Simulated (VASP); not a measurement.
VASP runs on Ni2YP2 (space group I4/mmm) share one base input (PBEsol GGA, plane waves, VASP's PBE PAW potentials (set 64)) and change the settings named in each case.

### INCAR
```
ALGO = Normal
EDIFF = 1E-6
ENCUT = 300
GGA = PS
ISIF = 2
ISMEAR = 0
ISPIN = 2
LASPH = .True.
LCHARG = .False.
LMAXMIX = 4
LORBIT = 11
LREAL = .False.
LWAVE = .False.
MAGMOM = 2*0.0 2*2.0 0.0
NELM = 100
PREC = Accurate
SIGMA = 0.2
SYSTEM = Y(NiP)2
```

**POSCAR**
```
Y(NiP)2
1
   -1.9295000000     1.9295000000     4.6660000000
    1.9295000000    -1.9295000000     4.6660000000
    1.9295000000     1.9295000000    -4.6660000000
P Ni Y
2 2 1
Direct
  0.3750000000   0.3750000000   0.0000000000
  0.6250000000   0.6250000000   0.0000000000
  0.7500000000   0.2500000000   0.5000000000
  0.2500000000   0.7500000000   0.5000000000
  0.0000000000   0.0000000000   0.0000000000
```

**KPOINTS**
```
Automatic mesh
0
Gamma
6 6 6
0 0 0
```

POTCAR, in this order: P Ni Y_sv (PBE.64 set). Program: vasp_std.

```tsv
change	E(σ→0) (eV/atom)	pressure (GPa)	−TS (eV)
base run	-7.2491	-2.74	-0.0288
GGA removed, POTCAR P Ni Y_sv (LDA.64 set)	-7.5926	(withheld)	(withheld)
GGA_COMPAT = .FALSE., ISPIN removed, LNONCOLLINEAR = .TRUE., LSORBIT = .TRUE., MAGMOM = 0.0 0.0 0.0 0.0 0.0 0.0 0.0 0.0 2.0 0.0 0.0 2.0 0.0 0.0 0.0, program vasp_ncl	-7.2617	-2.87	-0.0290
KPOINTS 7×7×7 Γ-centred mesh	-7.2479	-2.67	-0.0311
```

Problem. Some entries are withheld; supply them.

Solution. 
- GGA removed, POTCAR P Ni Y_sv (LDA.64 set), pressure (GPa): -6.92
- GGA removed, POTCAR P Ni Y_sv (LDA.64 set), −TS (eV): -0.0287

Energies of different potentials or functionals have different zeros.  At 300 eV the pressure can carry a Pulay error.

Left out are runs that ran out of time, are held back, or changed the cell or the kind of run, fixed moments of cells without a moment, rows past the twelfth, gaps on odd meshes, pressures of charged cells and columns that move by less than the noise.

The structure comes from a measured Ni2YP2 entry of the Crystallography Open Database, whose conditions weren't checked. The cell was not relaxed at this level.
